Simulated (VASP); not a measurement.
Ga2O3 (corundum): the band gap from VASP (plane waves, PAW) at several levels of theory. Gaps are without spin-orbit coupling. Each level names its cell: its own relaxed one, PBE's, or the starting one. A gap is the smallest over the k-mesh and a band path; hybrids may have named points in place of the path, and GW has the mesh alone.

```tsv
level	band gap (eV)
PBE (own cell)	2.35
PBEsol (own cell)	2.66
r2SCAN (own cell)	3.46
```

The cell of the PBE (own cell) run:

```
Ga2O3
1.0
    4.77860    -2.53186    -0.00073
    4.77860     2.53186    -0.00073
    3.43777     0.00000     4.17457
Ga O
4 6
Direct
  0.85577   0.85577   0.85577
  0.35577   0.35577   0.35577
  0.14423   0.14423   0.14423
  0.64423   0.64423   0.64423
  0.44685   0.05315   0.75000
  0.05315   0.75000   0.44685
  0.55315   0.94685   0.25000
  0.25000   0.55315   0.94685
  0.94685   0.25000   0.55315
  0.75000   0.44685   0.05315
```

Only levels that ran to the end are used. Left out are those held back, those with too coarse a band path, GW runs whose mesh misses a band edge, hybrids' fits of cells that aren't cubic and levels without matching references; a question may draw on a part of the rest.

The compound is Ga2O3 in the corundum structure, the metastable α form; monoclinic β is stable.
